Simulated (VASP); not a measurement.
CdSb2O4, 7 atoms in the cell. It takes space group P2/m (No. 10, monoclinic). The conventional cell has a = 6.163 Å, b = 3.610 Å, c = 6.396 Å, α = 90.00°, β = 107.77°, γ = 90.00°. Around Cd (site symmetry 2/m) lie 6 O at 2.60 to 2.65 Å. Around Sb (site symmetry 2/m) lie 6 O at 2.48 to 2.52 Å. Sb (site symmetry 2/m) is surrounded by 6 O at 2.52 to 2.54 Å. O (site symmetry m) is surrounded by 3 Sb at 2.52 to 2.54 Å and 2 Cd at 2.65 Å. O (site symmetry m) is surrounded by 3 Sb at 2.48 to 2.52 Å and 1 Cd at 2.60 Å. The cell was built by a generator and needn't be a form met in nature.

| Quantity | Value |
| --- | --- |
| Program | VASP 6.6.1 |
| Task | relaxation of cell and atoms |
| Functional | PBE |
| Potentials or basis | VASP PAW PBE potentials, release 64 (Cd, Sb, O) |
| Cutoff | 520 eV |
| k mesh | 3 × 4 × 3 |
| Occupations | gaussian, width 0.15 eV |
| Spin | no spin polarisation |
| Further INCAR settings | PREC = Normal; ALGO = Fast; EDIFF = 0.0001; IBRION = 2; EDIFFG = -0.08; NSW = 24; ISIF = 3 |

Potentials or basis: VASP PAW PBE potentials, release 64 (Cd, Sb, O).

Run with:

```bash
$ cat potpaw_PBE.64/Cd/POTCAR potpaw_PBE.64/Sb/POTCAR potpaw_PBE.64/O/POTCAR > POTCAR
$ mpirun -np 4 vasp_std > vasp.out
```

Hardware: 4 MPI ranks on Intel(R) Xeon(R) Platinum 8259CL CPU @ 2.50GHz (Skylake/Cascade Lake), with other jobs on the host.

Question: How long does it take, and how much memory?

Answer: Wall time 87 s on 4 MPI ranks on Intel(R) Xeon(R) Platinum 8259CL CPU @ 2.50GHz (Skylake/Cascade Lake), on a shared host, peak memory 0.2 GiB a rank. Counts: scf iterations 72, k points 15, ion steps 11.
